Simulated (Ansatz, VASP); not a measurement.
# GaGeW (GaGeW in the AlB2 type) in two plane-wave programs, part 2 of 2

Wanted: the spread between two codes on one cell, functional and k mesh. The cell is generated by rule, not measured, and may not be a known phase. The cell is taken from a series of runs on this material, whose earlier steps may have relaxed, scaled, displaced or heated it; both programs get it as it stands.

VASP 6.6.1 and Ansatz 0.2.0.

So far: Set-up; VASP: relaxation of cell and atoms, PBEsol, pair 1; Ansatz: relaxation of cell and atoms, PBEsol, pair 1.

### 4. Differences

Known differences besides the potentials themselves: the data sets hold 41 valence electrons in Ansatz (on its PAW soft_1 files) and 33 in VASP; the cutoff is 420 eV in Ansatz and 600 eV in VASP; Ansatz makes its cores anew for this functional, VASP keeps those of its PBE data sets; Ansatz adds a Pulay correction to the stress that steers its cell, VASP none. Total energies have different zeros and are not compared.

Compared:

```csv
quantity,Ansatz,VASP,difference
volume (Å³),46.26,46.05,+0.45 %
"edge a after relaxation, in the typed setting (Å)",4.515,4.511,+0.09 %
"edge c after relaxation, in the typed setting (Å)",2.621,2.614,+0.28 %
```

### 5. Ansatz: relaxation of cell and atoms, PBEsol, pair 2

The relaxed volume is the usual yardstick between codes: in a stiff, nearly cubic crystal its relative difference is about their pressure difference at one cell divided by the bulk modulus.

The cell is taken from a series of runs on this material, whose earlier steps may have relaxed, scaled, displaced or heated it; both programs get it as it stands.

Contents of input.yaml:

```yaml
crystal:
  lattice:
    - [4.5367690647, 0.0, 0.0]
    - [-2.2683845323, 3.9289572611, 0.0]
    - [0.0, 0.0, 2.6024898908]
  atoms:
    - { symbol: W, position: [0.0, 0.0, 0.0] }
    - { symbol: Ga, position: [0.3333333333, 0.6666666667, 0.5] }
    - { symbol: Ge, position: [0.6666666667, 0.3333333333, 0.5] }
kpoints:
  mp_grid: { grid: [9, 9, 12] }
hamiltonian:
  xc: pbesol
  pseudopotentials: { kind: paw, azcp: { folder: soft_1 }, xc_functional: pbe }
scf:
  occupations: { method: gaussian, width: 0.1 }
output:
  forces: true
  stress: true
  eigenvalues: true
relax:
  adjacent_minimum: "off"
  f_tol: 0.005
  max_steps: 80
  cell: { stress_tol: 0.05 }
```

Run with:

```bash
ansatz run input.yaml --threads 4 --pin off --max-ram 12288MiB --backend cpu --events-out ev --progress --plain --runs-dir out
```

Numbers of over 12 decimals in the logs are rounded to 6 here.

Output:

```text
[...]
Crystal: 3 atoms, lattice volume = 46.389 Å³
Basis set: ecut = 420 eV, 915 PW (Γ), exchange–correlation on 64×64×36 points (8 copies of the dense FFT grid, shifted against one another)
Bands: 25, of which v1, the nominal top of the filled ones, is band 21 counted from 1 (20 counted from 0)
Symmetry: 12 space group operations
[...]
k-points: 84 of 972 (time reversal used)
[...]
--- Relaxed structure (4 steps of the walk, 4 accepted, 1 SCFs on fresh bases) ---
[...]
cell:  # Å, volume = 46.2587 Å³
    - [4.514344, -2.8724895414553924e-11, 0]
    - [-2.257172, 3.909537, 1.588376782115376e-19]
    - [0, 1.0521200011848769e-19, 2.621040]
  atoms:
    - { symbol: W, position: [0, 0, 0] }
    - { symbol: Ga, position: [0.333333, 0.666667, 0.500000] }
    - { symbol: Ge, position: [0.666667, 0.333333, 0.500000] }
[key lines of the parts left out:]
SCF converged after 8 iterations
Free energy (F): -18253.074494 eV
Fermi energy:    16.679993 eV
P = ⅓ Tr σ = 0.0118 GPa (0.118 kbar)
```

### 6. VASP: relaxation of cell and atoms, PBEsol, pair 2

The same cell, functional, mesh and smearing now go to VASP, with its own data sets.

Contents of INCAR:

```
SYSTEM = GaGeW
PREC = Accurate
ENCUT = 600
EDIFF = 1E-07
NELM = 120
ISMEAR = 0
SIGMA = 0.1
LREAL = .FALSE.
ALGO = Normal
GGA = PS
NBANDS = 22
LASPH = .TRUE.
LORBIT = 11
LWAVE = .FALSE.
LCHARG = .FALSE.
ISIF = 3
IBRION = 2
NSW = 80
EDIFFG = -0.005
GGA_COMPAT = .FALSE.
NELMIN = 4
KPAR = 2
```

Contents of POSCAR:

```
GaGeW
1.0
    4.5367690000      0.0000000000      0.0000000000
   -2.2683850000      3.9289570000      0.0000000000
    0.0000000000      0.0000000000      2.6024900000
W Ga Ge
1 1 1
Direct
    0.0000000000      0.0000000000      0.0000000000
    0.3333333333      0.6666666667      0.5000000000
    0.6666666667      0.3333333333      0.5000000000
```

Contents of KPOINTS:

```
Automatic mesh
0
Gamma
9 9 12
0 0 0
```

Potentials, in the order of the species: W, Ga_d and Ge_d (PBE family, release 64).

Run with:

```bash
mpirun -np 2 vasp_std
```

Output:

```text
[banner, memory and clock lines left out]
running    2 mpi-ranks, on    1 nodes
[...]
[... a notice as in an earlier step ...]

 LDA part: xc-table for (Slater+PW92), standard interpolation
 POSCAR, INCAR and KPOINTS ok, starting setup
[...]
entering main loop
       N       E                     dE             d eps       ncg     rms          rms(c)
DAV:   1     0.233671383585E+03    0.23367E+03   -0.17114E+04  4248   0.369E+03
DAV:   2     0.145790086257E+02   -0.21909E+03   -0.21031E+03  3756   0.690E+02
DAV:   3    -0.204871864429E+02   -0.35066E+02   -0.33954E+02  4422   0.168E+02
DAV:   4    -0.218088288428E+02   -0.13216E+01   -0.13129E+01  4302   0.366E+01
[...]
DAV:  12    -0.209351786559E+02   -0.11577E-05   -0.64697E-06  4678   0.192E-02    0.664E-03
DAV:  13    -0.209351792018E+02   -0.54598E-06   -0.13976E-06  4908   0.132E-02    0.272E-03
DAV:  14    -0.209351791458E+02    0.56014E-07   -0.93985E-08  2550   0.272E-03
   1 F= -.20935179E+02 E0= -.20931586E+02  d E =-.209352E+02
[... from here on, the cycles between the ionic steps are left out ...]
   2 F= -.20938082E+02 E0= -.20934737E+02  d E =-.290263E-02
   3 F= -.20938698E+02 E0= -.20935350E+02  d E =-.351848E-02
   4 F= -.20938670E+02 E0= -.20935353E+02  d E =0.279634E-04
   5 F= -.20938782E+02 E0= -.20935450E+02  d E =-.845159E-04
[...]
reached required accuracy - stopping structural energy minimisation
```

OUTCAR, selected parts (step 6):

```text
  Total        0.0031025      0.0031025      0.0022802     -0.0000000      0.0000000      0.0000000
  in kB        0.1079268      0.1079268      0.0793194     -0.0000000      0.0000000      0.0000000
  external PRESSURE =       0.0983910 kB  Pullay stress =       0.0000000 kB

 POSITION                                       TOTAL-FORCE (eV/Angst)
 -----------------------------------------------------------------------------------
      0.00000      0.00000      0.00000        -0.000000     -0.000000     -0.000000
     -0.00000      2.60431      1.30687         0.000000     -0.000000      0.000000
      2.25540      1.30216      1.30687        -0.000000      0.000000      0.000000
 -----------------------------------------------------------------------------------
    total drift:                                0.000001     -0.000001     -0.000000

  FREE ENERGIE OF THE ION-ELECTRON SYSTEM (eV)
  ---------------------------------------------------
  free  energy   TOTEN  =       -20.9387821417 eV

  energy  without entropy=      -20.9321177147  energy(sigma->0) =      -20.93544993

[... 2 parts as in an earlier step ...]

[... 2 further parts left out ...]
[key lines of the parts left out:]
E-fermi :   8.2830
```

### 7. Side by side

What differs besides the data sets and the points named for the pairs above, as far as they apply: the data sets hold 41 valence electrons in Ansatz (on its PAW soft_1 files) and 33 in VASP. Total energies have different zeros and are not compared.

Both answers:

```csv
quantity,Ansatz,VASP,difference
volume (Å³),46.26,46.06,+0.44 %
"edge a after relaxation, in the typed setting (Å)",4.514,4.511,+0.08 %
"edge c after relaxation, in the typed setting (Å)",2.621,2.614,+0.28 %
```

### 8. Ansatz: zone-centre phonons, PBEsol

Second derivatives magnify differences that forces hide, and they need a tight electronic threshold.

The cell is taken from a series of runs on this material, whose earlier steps may have relaxed, scaled, displaced or heated it; both programs get it as it stands.

Contents of input.yaml:

```yaml
crystal:
  lattice:
    - [4.5145785689, 0.0, 0.0]
    - [-2.2572892844, 3.909739728, 0.0]
    - [0.0, 0.0, 2.6206867934]
  atoms:
    - { symbol: W, position: [0.0, 0.0, 0.0] }
    - { symbol: Ga, position: [0.3333333333, 0.6666666667, 0.5] }
    - { symbol: Ge, position: [0.6666666667, 0.3333333333, 0.5] }
kpoints:
  mp_grid: { grid: [4, 4, 6] }
hamiltonian:
  xc: pbesol
  pseudopotentials: { kind: paw, azcp: { folder: soft_1 }, xc_functional: pbe }
scf:
  occupations: { method: methfessel_paxton, width: 0.2 }
output:
  eigenvalues: true
phonons:
  method: dfpt
  qmesh: [2, 2, 2]
  temperatures: { t_max: 1000, t_step: 50 }
  qpath:
    path:
      - [[0.0, 0.0, 0.0], [0.5, 0.0, 0.0], [0.33333333, 0.33333333, 0.0], [0.0, 0.0, 0.0], [0.0, 0.0, 0.5], [0.5, 0.0, 0.5], [0.33333333, 0.33333333, 0.5], [0.0, 0.0, 0.5]]
      - [[0.5, 0.0, 0.5], [0.5, 0.0, 0.0]]
      - [[0.33333333, 0.33333333, 0.5], [0.33333333, 0.33333333, 0.0]]
    npoints: 10
```

Run with:

```bash
ansatz run input.yaml --threads 4 --pin off --max-ram 12288MiB --backend cpu --events-out ev --progress --plain --runs-dir out
```

Output:

```text
[...]
Crystal: 3 atoms, lattice volume = 46.257 Å³
Basis set: ecut = 420 eV, 927 PW (Γ), exchange–correlation on 64×64×36 points (8 copies of the dense FFT grid, shifted against one another)
Bands: 25, of which v1, the nominal top of the filled ones, is band 21 counted from 1 (20 counted from 0)
Symmetry: 12 space group operations
k-points: 16 of 96 (time reversal used)
[...]
largest difference from the sums on the solved wave vectors: F 2.09e-1 eV, S 2.98e-4 and C_V 8.91e-5 eV/K
  zero-point energy: 0.068593 eV/cell   skipped modes (ω ≤ 0): 293, of them read as no rigid motion or as one in doubt: 290 (6.006e-1 modes/cell left out, lowest -85.30 cm⁻¹)   left out of the sums: 6.68e-2 of the cell's modes: C_V's classical limit lies that fraction below 3 k_B per atom; for a crystal, a wire or a layer, F and S can be off by more, and a phonons.interpolated_qmesh denser along its periods is the remedy for the sampling
[key lines of the parts left out:]
SCF converged after 11 iterations
Free energy (F): -18253.130687 eV
Fermi energy:    16.711276 eV
```

### 9. VASP: zone-centre phonons, PBEsol

The same cell, functional, mesh and smearing now go to VASP, with its own data sets.

Contents of INCAR:

```
SYSTEM = GaGeW
PREC = Accurate
ENCUT = 600
EDIFF = 1E-08
NELM = 120
ISMEAR = 1
SIGMA = 0.2
LREAL = .FALSE.
ALGO = Normal
GGA = PS
NBANDS = 22
LASPH = .TRUE.
LORBIT = 11
LWAVE = .FALSE.
LCHARG = .FALSE.
ISIF = 2
IBRION = 8
GGA_COMPAT = .FALSE.
KPAR = 2
```

Contents of POSCAR:

```
GaGeW
1.0
    4.5145785689      0.0000000000      0.0000000000
   -2.2572892844      3.9097397280      0.0000000000
    0.0000000000      0.0000000000      2.6206867934
W Ga Ge
1 1 1
Direct
    0.0000000000      0.0000000000      0.0000000000
    0.3333333333      0.6666666667      0.5000000000
    0.6666666667      0.3333333333      0.5000000000
```

Contents of KPOINTS:

```
Automatic mesh
0
Gamma
4 4 6
0 0 0
```

Run with:

```bash
mpirun -np 2 vasp_std
```

Output:

```text
[... set-up lines as in an earlier step ...]
 entering main loop
       N       E                     dE             d eps       ncg     rms          rms(c)
DAV:   1     0.232545583397E+03    0.23255E+03   -0.16672E+04   798   0.370E+03
DAV:   2     0.143706992344E+02   -0.21817E+03   -0.20835E+03   728   0.688E+02
DAV:   3    -0.205404755408E+02   -0.34911E+02   -0.33998E+02   824   0.169E+02
DAV:   4    -0.218647851190E+02   -0.13243E+01   -0.13161E+01   854   0.372E+01
[...]
DAV:  15    -0.209928371841E+02    0.24363E-07   -0.31724E-08   674   0.160E-03    0.333E-04
DAV:  16    -0.209928371730E+02    0.11094E-07   -0.22294E-09   442   0.502E-04    0.115E-04
DAV:  17    -0.209928371693E+02    0.37699E-08   -0.51963E-10   442   0.205E-04
   1 F= -.20992837E+02 E0= -.20991334E+02  d E =-.450912E-02
 Linear response reoptimize wavefunctions to high precision
DAV:   1    -0.209928371695E+02   -0.24738E-09   -0.13512E-10   424   0.132E-04
DAV:   2    -0.209928371694E+02    0.50932E-10   -0.48806E-11   424   0.668E-05
 Linear response DOF=           6
 Linear response progress:
[...]
RMM:  29    -0.201667131401E+00   -0.26568E-07   -0.20902E-07  4313   0.437E-04    0.169E-05
RMM:  30    -0.201667117689E+00    0.13713E-07   -0.17792E-07  3122   0.434E-04    0.149E-05
RMM:  31    -0.201667112859E+00    0.48297E-08   -0.19929E-07  2723   0.435E-04    0.145E-05
 first order change of Fermi-energy   0.13694E-03
 force on displaced ion       3 direction 1 :  -6.028   0.001   0.000
 Linear response progress:
  Degree of freedom:   6/  6
       N       E                     dE             d eps       ncg     rms          rms(c)
RMM:   1    -0.175720957032E+00   -0.17572E+00    0.70437E+00   892   0.496E+01
RMM:   2    -0.181108890698E+00   -0.53879E-02   -0.11837E-02  1639   0.697E-01    0.424E-02
RMM:   3    -0.181048520375E+00    0.60370E-04   -0.53330E-04  1652   0.183E-01    0.241E-02
RMM:   4    -0.180933247498E+00    0.11527E-03   -0.65561E-05  1798   0.677E-02    0.317E-03
[...]
RMM:  15    -0.180928119336E+00   -0.35368E-08   -0.11513E-07  1652   0.342E-04    0.101E-05
RMM:  16    -0.180928142450E+00   -0.23114E-07   -0.15787E-07  1640   0.324E-04    0.857E-06
RMM:  17    -0.180928150713E+00   -0.82637E-08   -0.19367E-07  1460   0.309E-04    0.842E-06
 first order change of Fermi-energy  -0.27222E-03
 force on displaced ion       3 direction 3 :  -0.000   0.000   1.327
 Linear response finished
```

Parts of OUTCAR (step 9):

```text
  Total        0.3605435      0.3605435     -1.7759662      0.0000000     -0.0000000      0.0000000
  in kB       12.4878617     12.4878617    -61.5127419      0.0000000     -0.0000000      0.0000000
  external PRESSURE =     -12.1790062 kB  Pullay stress =       0.0000000 kB

 POSITION                                       TOTAL-FORCE (eV/Angst)
 -----------------------------------------------------------------------------------
      0.00000      0.00000      0.00000        -0.000000     -0.000000      0.000000
     -0.00000      2.60649      1.31034        -0.000000      0.000000      0.000000
      2.25729      1.30325      1.31034         0.000000     -0.000000      0.000000
 -----------------------------------------------------------------------------------
    total drift:                                0.000000     -0.000000     -0.000000

[... 2 further parts left out ...]
```

Energies printed during the response cycles are not total energies of the cell. The k-mesh is coarse for a metal.

### 10. Differences

What differs besides the data sets and the points named for the pairs above, as far as they apply: VASP's run holds the zone centre alone; the data sets hold 41 valence electrons in Ansatz (on its PAW soft_1 files) and 33 in VASP. Total energies have different zeros and are not compared.

Both answers:

```csv
quantity,Ansatz,VASP,difference
"optical mode 1 (imaginary, printed as negative) (cm⁻¹)",-85.3,-88.9,+3.6
"optical mode 2 (imaginary, printed as negative) (cm⁻¹)",-22.4,-29.5,+7.1
optical mode 3 to 4 (cm⁻¹),111.0,108.5,+2.30 %
optical mode 5 to 6 (cm⁻¹),209.2,210.2,-0.44 %
```

Modes are paired by rising frequency, not by their patterns, so a pair may set unlike modes beside each other; they are those without the splitting of longitudinal modes.

### 11. What the set-up changes

Further runs change the set-up of one program: Ansatz's method, potentials or start, or VASP's data sets, cutoff or form of LDA. The table gives Ansatz less VASP for each quantity, since a change that brings one quantity closer may part another.

```csv
run,"optical mode 1 (imaginary, printed as negative) (cm⁻¹)","optical mode 2 (imaginary, printed as negative) (cm⁻¹)",optical mode 3 to 4 (%),optical mode 5 to 6 (%)
as above,3.6,7.1,2.3,-0.44
"VASP with the data sets W_sv, Ga_d and Ge_d and a cutoff of 500 eV",-1.7,1.1,-0.65,-0.30
```

### 12. Summary of results

| Property | Result |
| --- | --- |
| difference in volume (relaxation of cell and atoms, PBEsol, pair 1) | 0.45 % |
| difference in volume (relaxation of cell and atoms, PBEsol, pair 2) | 0.44 % |
| r.m.s. difference of the optical zone-centre modes, each program's sorted by frequency (zone-centre phonons, PBEsol) | 3.6 cm⁻¹ |
| difference in optical mode 3 to 4 (zone-centre phonons, PBEsol) | +2.3 % |

The difference in volume is 0.45 % (relaxation of cell and atoms, PBEsol, pair 1), within the 1.2 % picked in this series as the mark of a large difference, as far as the stopping tolerances let one tell. The data sets hold unlike numbers of valence electrons (41 in Ansatz and 33 in VASP), so part of the differences comes from the potentials. Among the rows given in per cent, the largest difference of the zone-centre phonons, PBEsol pair is in optical mode 3 to 4, +2.3 %. Zone-centre phonons, PBEsol, VASP with the data sets W_sv, Ga_d and Ge_d and a cutoff of 500 eV: the difference in optical mode 1 (imaginary, printed as negative) goes from 3.6 to -1.7 cm⁻¹; the difference in optical mode 2 (imaginary, printed as negative) goes from 7.1 to 1.1 cm⁻¹; the difference in optical mode 3 to 4 goes from 2.3 to -0.65 %; the difference in optical mode 5 to 6 goes from -0.44 to -0.30 %. 1 further run of this series is not shown here. How closely two codes agree says nothing of how well the functional describes the real material.

[Lines on the potential files, build, host, timing and source positions are cut from VASP's logs without a mark.]

[Logs are printed without paths, hosts, clocks, repeated set-up lines and the standing remarks that a program may print on its own settings, such as how far it seeks lower states.]

[Hosts, paths, dates, database ids (printed as entryN), source tags and the programs' standing remarks are cut or masked in the printed files.]
